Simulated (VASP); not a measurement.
Consider the following.

```yaml
crystal:
  lattice:
    - [4.07316, 0.00000, 0.00000]
    - [0.00000, 4.07316, 0.00000]
    - [0.00000, 0.00000, 4.07316]
  atoms:
    - { symbol: K, position: [0.00000, 0.00000, 0.00000] }
    - { symbol: Zn, position: [0.50000, 0.50000, 0.50000] }
    - { symbol: F, position: [0.50000, 0.00000, 0.50000] }
    - { symbol: F, position: [0.00000, 0.50000, 0.50000] }
    - { symbol: F, position: [0.50000, 0.50000, 0.00000] }
```

Level of theory: SCAN meta-GGA, VASP's PBE PAW potentials (set 64) (plane waves; VASP). Numerical set-up: 520 eV cut-off, 6×6×6 Γ-centred mesh, Gaussian smearing of 0.050 eV, potentials K_sv Zn F.

Task: The job: KZnF3 (cubic perovskite), 5 atoms, SCAN, static run, 520 eV, 6×6×6 Γ-centred mesh. Roughly how much core time does it take on a busy server core?

Result: About 3 core-minutes (one run on a shared machine, a rough figure). It had 20 irreducible k-points, 25 bands, up to 1856 plane waves and 34 electronic steps.

The compound is KZnF3 in the cubic perovskite structure. This cell is one point of a volume scan, at 1.03 of the reference volume.
